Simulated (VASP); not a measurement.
Input:

```
CELL_PARAMETERS angstrom
      5.83901     0.00000     0.00000
      0.00000     5.83901     0.00000
      0.00000     0.00000     5.83901
ATOMIC_POSITIONS crystal
  Cs 0.00000 0.00000 0.00000
  Sn 0.50000 0.50000 0.50000
  Br 0.50000 0.00000 0.50000
  Br 0.00000 0.50000 0.50000
  Br 0.50000 0.50000 0.00000
```

Level of theory: PBE GGA, VASP's PBE PAW potentials (set 64) (plane waves; VASP). Numerical set-up: 300 eV cut-off, 3×3×3 Γ-centred mesh, Gaussian smearing of 0.010 eV, potentials Cs_sv Sn_d Br.

Question: Estimate the energy per atom (σ→0).

Answer: 
```
Item                                    Value
---------------------  ----------------------
energy per atom (σ→0)  -308.5 kJ/mol of atoms
```

The absolute energy has meaning only against runs of the same code, potentials and settings.

The structure comes from a computed database's CsSnBr3 entry (Pm-3m); how it stands against other phases isn't given here. The cell was not relaxed at this level.
